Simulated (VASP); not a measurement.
## MoS2: input slips in a phonon run and what they do

Some phonon runs on MoS2 get a fault in the input on purpose. Which of them show, and how? The starting structure is a measured crystal structure from the Crystallography Open Database.

Method: Kohn-Sham DFT with plane waves and PAW; LDA, in VASP 6.6.1.

The database entry behind the starting cell differs from later determinations by our own check (about 0.3 % long), so it need not match the best structure at ambient conditions.

### 1. The structure

Symmetry: P6_3/mmc, No. 194, hexagonal system. The conventional cell has a = 3.169 Å, b = 3.169 Å, c = 12.324 Å, α = 90.00°, β = 90.00°, γ = 120.00°. Nearest to Mo lie 6 S at 2.41 Å. Nearest to S lie 3 Mo at 2.41 Å. Farther neighbours and most contacts between anions are not listed.

As a file:

```xyz
6
Lattice="3.1690 0.0000 0.0000 -1.5845 2.7444 0.0000 0.0000 0.0000 12.3240" Properties=species:S:1:pos:R:3 pbc="T T T"
Mo    1.5845    0.9148    9.2430
Mo    0.0000    1.8296    3.0810
S     1.5845    0.9148    4.6461
S     0.0000    1.8296   10.8081
S     1.5845    0.9148    1.5159
S     0.0000    1.8296    7.6779
```

### 2. Reference modes

The cell comes from a relaxation at this level, not shown (101.89 Å³).

Contents of INCAR:

```
SYSTEM = MoS2
PREC = Accurate
ENCUT = 450
EDIFF = 1E-08
NELM = 100
ISMEAR = 0
SIGMA = 0.03
LREAL = .FALSE.
ALGO = Normal
GGA = CA
NBANDS = 32
LORBIT = 11
LWAVE = .FALSE.
LCHARG = .FALSE.
KPAR = 4
IBRION = 8
LEPSILON = .TRUE.
ISIF = 2
```

Contents of POSCAR:

```
MoS2
1.0
    3.1228966759      0.0000000000      0.0000000000
   -1.5614483380      2.7045078548      0.0000000000
    0.0000000000      0.0000000000     12.0635980418
Mo S
2 4
Direct
    0.6666666667      0.3333333333      0.7500000000
    0.3333333333      0.6666666667      0.2500000000
    0.6666666667      0.3333333333      0.3788591205
    0.3333333333      0.6666666667      0.8788591205
    0.6666666667      0.3333333333      0.1211408795
    0.3333333333      0.6666666667      0.6211408795
```

Contents of KPOINTS:

```
Automatic mesh
0
Gamma
8 8 2
0 0 0
```

PAW data sets: Mo_sv and S (LDA family, release 64).

On the command line:

```sh
$ mpirun -np 4 vasp_std
```

What it wrote:

```text
[banner, memory and clock lines left out]
running    4 mpi-ranks, on    1 nodes
 distrk:  each k-point on    1 cores,    4 groups
 distr:  one band on    1 cores,    1 groups

 POSCAR found type information on POSCAR MoS
 POSCAR found :  2 types and       6 ions
 LDA part: xc-table for (Slater(with rela. corr.)+CA(PZ))
 , standard interpolation
 POSCAR, INCAR and KPOINTS ok, starting setup
 FFT: planning ... GRIDC
 FFT: planning ... GRID_SOFT
 FFT: planning ... GRID
 WAVECAR not read
 entering main loop
       N       E                     dE             d eps       ncg     rms          rms(c)
DAV:   1     0.435978550017E+03    0.43598E+03   -0.27405E+04  1432   0.139E+03
DAV:   2    -0.265133425199E+02   -0.46249E+03   -0.45070E+03  1512   0.389E+02
DAV:   3    -0.512659599564E+02   -0.24753E+02   -0.24530E+02  1632   0.789E+01
DAV:   4    -0.517971935819E+02   -0.53123E+00   -0.52936E+00  1536   0.116E+01
DAV:   5    -0.518101148330E+02   -0.12921E-01   -0.12917E-01  1632   0.168E+00    0.374E+01
DAV:   6    -0.496512962327E+02    0.21588E+01   -0.17278E+01  1472   0.248E+01    0.125E+01
DAV:   7    -0.492745047104E+02    0.37679E+00   -0.73412E+00  1480   0.156E+01    0.902E+00
DAV:   8    -0.489569039964E+02    0.31760E+00   -0.12574E+00  1576   0.685E+00    0.269E+00
DAV:   9    -0.489638559036E+02   -0.69519E-02   -0.10533E-01  1680   0.154E+00    0.113E+00
DAV:  10    -0.489564107450E+02    0.74452E-02   -0.44071E-02  1560   0.130E+00    0.242E-01
DAV:  11    -0.489563334274E+02    0.77318E-04   -0.19927E-03  1592   0.258E-01    0.124E-01
DAV:  12    -0.489563046403E+02    0.28787E-04   -0.14464E-04  1544   0.591E-02    0.814E-02
DAV:  13    -0.489562860392E+02    0.18601E-04   -0.18945E-04  1656   0.745E-02    0.209E-02
DAV:  14    -0.489562841783E+02    0.18609E-05   -0.21209E-05  1592   0.290E-02    0.107E-02
DAV:  15    -0.489562842029E+02   -0.24650E-07   -0.83400E-07  1624   0.494E-03    0.405E-03
DAV:  16    -0.489562840396E+02    0.16332E-06   -0.76822E-07  1624   0.553E-03    0.563E-04
DAV:  17    -0.489562840433E+02   -0.36907E-08   -0.36721E-08  1408   0.111E-03
   1 F= -.48956284E+02 E0= -.48956284E+02  d E =-.702546E-55
 Linear response reoptimize wavefunctions to high precision
DAV:   1    -0.489562840427E+02    0.61209E-09   -0.12587E-09  1024   0.194E-04
DAV:   2    -0.489562840427E+02   -0.56389E-10   -0.12246E-10   944   0.664E-05
 Linear response G [H, r] |phi>, progress :
  Direction:   1
       N       E                     dE             d eps       ncg     rms
RMM:   1    -0.265770353829E+03   -0.26577E+03   -0.23643E+02  2285   0.293E+02
RMM:   2    -0.246196785027E+03    0.19574E+02   -0.13836E+02  2038   0.506E+01
RMM:   3    -0.248289953090E+03   -0.20932E+01   -0.89115E+00  2281   0.130E+01
RMM:   4    -0.248372833503E+03   -0.82880E-01   -0.81069E-01  2425   0.327E+00
RMM:   5    -0.248380223661E+03   -0.73902E-02   -0.90578E-02  2565   0.101E+00
RMM:   6    -0.248380917664E+03   -0.69400E-03   -0.13163E-02  2564   0.351E-01
RMM:   7    -0.248380811508E+03    0.10616E-03   -0.92289E-03  2708   0.829E-02
RMM:   8    -0.248380761226E+03    0.50282E-04   -0.23216E-03  2657   0.263E-02
RMM:   9    -0.248380733045E+03    0.28182E-04   -0.11052E-04  2706   0.117E-02
RMM:  10    -0.248380751535E+03   -0.18491E-04   -0.18946E-04  2685   0.677E-03
RMM:  11    -0.248380739233E+03    0.12302E-04    0.54286E-04  2696   0.521E-03
RMM:  12    -0.248380744185E+03   -0.49519E-05   -0.34539E-04  2628   0.469E-03
RMM:  13    -0.248380741728E+03    0.24569E-05    0.37477E-05  2519   0.451E-03
RMM:  14    -0.248380743361E+03   -0.16323E-05   -0.36646E-04  2365   0.443E-03
RMM:  15    -0.248380744781E+03   -0.14203E-05   -0.32214E-05  2282   0.442E-03
 Linear response G [H, r] |phi>, progress :
  Direction:   2
       N       E                     dE             d eps       ncg     rms
RMM:   1    -0.276051406723E+03   -0.27605E+03   -0.36705E+02  2306   0.295E+02
RMM:   2    -0.256639819350E+03    0.19412E+02   -0.14350E+02  2069   0.508E+01
RMM:   3    -0.258639091784E+03   -0.19993E+01   -0.99641E+00  2296   0.132E+01
RMM:   4    -0.258733503019E+03   -0.94411E-01   -0.91807E-01  2429   0.326E+00
RMM:   5    -0.258735695442E+03   -0.21924E-02   -0.89107E-02  2585   0.101E+00
RMM:   6    -0.258736215810E+03   -0.52037E-03   -0.10309E-02  2604   0.337E-01
RMM:   7    -0.258736306282E+03   -0.90472E-04    0.11071E-02  2714   0.769E-02
RMM:   8    -0.258736146098E+03    0.16018E-03   -0.75341E-04  2661   0.244E-02
RMM:   9    -0.258736187041E+03   -0.40943E-04    0.27630E-03  2753   0.116E-02
RMM:  10    -0.258736195807E+03   -0.87662E-05   -0.10710E-03  2728   0.735E-03
RMM:  11    -0.258736191185E+03    0.46224E-05    0.15505E-04  2782   0.581E-03
RMM:  12    -0.258736192493E+03   -0.13079E-05   -0.79435E-04  2674   0.526E-03
RMM:  13    -0.258736192231E+03    0.26141E-06   -0.17326E-04  2549   0.507E-03
RMM:  14    -0.258736196077E+03   -0.38460E-05   -0.12666E-04  2382   0.501E-03
RMM:  15    -0.258736188649E+03    0.74288E-05   -0.38623E-04  2258   0.498E-03
 Linear response G [H, r] |phi>, progress :
  Direction:   3
       N       E                     dE             d eps       ncg     rms
RMM:   1    -0.271608457787E+03   -0.27161E+03   -0.17002E+02  2352   0.300E+02
RMM:   2    -0.252713849867E+03    0.18895E+02   -0.15344E+02  2033   0.504E+01
[...]
RMM:  17    -0.671991538026E+00   -0.12852E-06   -0.14445E-07  9029   0.987E-05    0.720E-06
RMM:  18    -0.671991528586E+00    0.94392E-08    0.33484E-08  9584   0.876E-05    0.572E-06
 first order change of Fermi-energy  -0.11223E-01
 force on displaced ion       1 direction 1 : -21.423   0.007  -0.000
 Born effective charge ion    1 direction 1 :  -1.131  -0.000   0.000
 Linear response progress:
  Degree of freedom:   2/  4
       N       E                     dE             d eps       ncg     rms          rms(c)
RMM:   1    -0.103550176700E+01   -0.10355E+01    0.32036E-01  1467   0.199E+01
RMM:   2    -0.855657038067E+00    0.17984E+00   -0.28534E-01  1874   0.260E+00    0.204E-01
RMM:   3    -0.860832950712E+00   -0.51759E-02   -0.22776E-02  2144   0.625E-01    0.133E-01
RMM:   4    -0.859802414335E+00    0.10305E-02    0.66654E-04  2333   0.131E-01    0.724E-02
RMM:   5    -0.859677005782E+00    0.12541E-03   -0.30612E-04  2599   0.399E-02    0.253E-02
RMM:   6    -0.859619171248E+00    0.57835E-04   -0.67977E-06  2406   0.130E-02    0.356E-03
RMM:   7    -0.859657629449E+00   -0.38458E-04   -0.24019E-05  2432   0.546E-03    0.171E-03
RMM:   8    -0.859672287238E+00   -0.14658E-04   -0.74991E-06  2556   0.261E-03    0.814E-04
RMM:   9    -0.859673863654E+00   -0.15764E-05   -0.89135E-06  2474   0.107E-03    0.438E-04
RMM:  10    -0.859671644206E+00    0.22194E-05   -0.98833E-06  2422   0.589E-04    0.140E-04
RMM:  11    -0.859671752793E+00   -0.10859E-06   -0.41540E-06  2704   0.313E-04    0.624E-05
RMM:  12    -0.859671699596E+00    0.53197E-07   -0.38383E-06  2722   0.212E-04    0.167E-05
RMM:  13    -0.859671471849E+00    0.22775E-06   -0.21176E-06  2649   0.161E-04    0.744E-06
RMM:  14    -0.859671460209E+00    0.11640E-07   -0.14714E-06  2650   0.140E-04    0.415E-06
[...]
RMM:  22    -0.859671397695E+00    0.10538E-07   -0.32773E-07  1903   0.114E-04    0.199E-07
RMM:  23    -0.859671388609E+00    0.90865E-08   -0.35630E-07  1878   0.114E-04    0.217E-07
RMM:  24    -0.859671387874E+00    0.73461E-09   -0.29429E-07  1879   0.114E-04    0.149E-07
RMM:  25    -0.859671401225E+00   -0.13351E-07   -0.30681E-07  1881   0.113E-04    0.234E-07
RMM:  26    -0.859671391759E+00    0.94664E-08   -0.25211E-07  1874   0.114E-04    0.286E-07
RMM:  27    -0.859671381115E+00    0.10644E-07   -0.30505E-07  1853   0.113E-04    0.349E-07
RMM:  28    -0.859671404532E+00   -0.23417E-07   -0.25835E-07  1853   0.113E-04    0.348E-07
RMM:  29    -0.859671376355E+00    0.28176E-07   -0.31504E-07  1834   0.113E-04    0.329E-07
 first order change of Fermi-energy  -0.25620E-03
 force on displaced ion       1 direction 3 :  -0.000   0.000 -31.579
 Born effective charge ion    1 direction 3 :   0.000  -0.000  -0.800
 Linear response progress:
  Degree of freedom:   3/  4
       N       E                     dE             d eps       ncg     rms          rms(c)
RMM:   1    -0.105021174313E+00   -0.10502E+00   -0.12727E-01 10371   0.142E+00
RMM:   2    -0.903443207169E-01    0.14677E-01   -0.12712E-02  6905   0.444E-01    0.129E-01
RMM:   3    -0.907167420435E-01   -0.37242E-03   -0.66462E-04  7449   0.939E-02    0.709E-02
RMM:   4    -0.910443616966E-01   -0.32762E-03   -0.14987E-04  7531   0.443E-02    0.130E-02
RMM:   5    -0.910342502449E-01    0.10111E-04   -0.19889E-05  7850   0.105E-02    0.593E-03
RMM:   6    -0.910006643842E-01    0.33586E-04   -0.36447E-06  7555   0.465E-03    0.135E-03
RMM:   7    -0.910103874601E-01   -0.97231E-05   -0.19823E-06  7546   0.141E-03    0.641E-04
RMM:   8    -0.910135530120E-01   -0.31656E-05    0.35229E-07  8130   0.571E-04    0.281E-04
RMM:   9    -0.910138804061E-01   -0.32739E-06    0.27401E-07  8310   0.215E-04    0.115E-04
RMM:  10    -0.910136396877E-01    0.24072E-06    0.14708E-07  8034   0.136E-04    0.342E-05
RMM:  11    -0.910136685727E-01   -0.28885E-07   -0.14305E-07  8253   0.114E-04    0.776E-06
RMM:  12    -0.910137040346E-01   -0.35462E-07    0.98062E-09  8450   0.963E-05    0.288E-06
RMM:  13    -0.910137016001E-01    0.24346E-08    0.21077E-09  7707   0.918E-05    0.136E-06
 first order change of Fermi-energy   0.54782E-02
 force on displaced ion       3 direction 1 : -10.279  -0.001  -0.000
 Born effective charge ion    3 direction 1 :   0.561   0.001   0.000
 Linear response progress:
  Degree of freedom:   4/  4
       N       E                     dE             d eps       ncg     rms          rms(c)
RMM:   1    -0.170356549821E+00   -0.17036E+00   -0.14835E-01  3128   0.155E+00
RMM:   2    -0.148366140645E+00    0.21990E-01   -0.14648E-02  2008   0.494E-01    0.382E-01
RMM:   3    -0.148438051918E+00   -0.71911E-04   -0.14011E-03  2048   0.137E-01    0.259E-01
RMM:   4    -0.148652239091E+00   -0.21419E-03   -0.35361E-04  2014   0.770E-02    0.361E-02
RMM:   5    -0.148663917806E+00   -0.11679E-04   -0.82695E-05  1977   0.462E-02    0.202E-02
RMM:   6    -0.148672992239E+00   -0.90744E-05   -0.24025E-05  2215   0.129E-02    0.608E-03
RMM:   7    -0.148668736483E+00    0.42558E-05   -0.33701E-07  2270   0.432E-03    0.248E-03
RMM:   8    -0.148670840322E+00   -0.21038E-05   -0.75038E-07  2232   0.141E-03    0.780E-04
RMM:   9    -0.148674079199E+00   -0.32389E-05    0.18027E-08  2153   0.757E-04    0.259E-04
RMM:  10    -0.148674126444E+00   -0.47245E-07    0.53112E-07  2264   0.320E-04    0.853E-05
RMM:  11    -0.148673862955E+00    0.26349E-06    0.24590E-07  2400   0.172E-04    0.562E-05
RMM:  12    -0.148673739222E+00    0.12373E-06    0.23303E-07  2355   0.131E-04    0.210E-05
RMM:  13    -0.148673728076E+00    0.11145E-07    0.71044E-08  2412   0.113E-04    0.112E-05
RMM:  14    -0.148673754809E+00   -0.26732E-07    0.35514E-07  2488   0.107E-04    0.272E-06
RMM:  15    -0.148673758459E+00   -0.36506E-08    0.34731E-07  2243   0.104E-04    0.105E-06
RMM:  16    -0.148673748909E+00    0.95501E-08    0.35601E-07  1969   0.103E-04    0.270E-07
RMM:  17    -0.148673748214E+00    0.69515E-09    0.25902E-07  1713   0.103E-04    0.162E-07
RMM:  18    -0.148673775333E+00   -0.27120E-07    0.32638E-07  1642   0.103E-04    0.160E-07
RMM:  19    -0.148673742518E+00    0.32815E-07    0.28109E-07  1616   0.103E-04    0.130E-07
RMM:  20    -0.148673768823E+00   -0.26305E-07    0.34394E-07  1603   0.103E-04    0.940E-08
 first order change of Fermi-energy   0.19525E+02
 force on displaced ion       3 direction 3 :  -0.000  -0.000 -17.975
 Born effective charge ion    3 direction 3 :   0.000   0.000   0.393
 Born effective charges drift removed
 Linear response finished
```

Wall time 5.6 min (4 MPI ranks of AMD EPYC 9R14 (Zen 4), shared host); peak memory 2 GiB; 22 min of CPU time.

The logs omit lines about the potential files and the build; timing stands in the text.

(Part 1 of 3 ends here.)

[Lines on the potential files, build, host, timing and source positions are cut from VASP's logs without a mark.]

[Logs are printed without paths, hosts, clocks, repeated set-up lines and the standing remarks that a program may print on its own settings, such as how far it seeks lower states.]

[Hosts, paths, dates, database ids (printed as entryN), source tags and the programs' standing remarks are cut or masked in the printed files.]
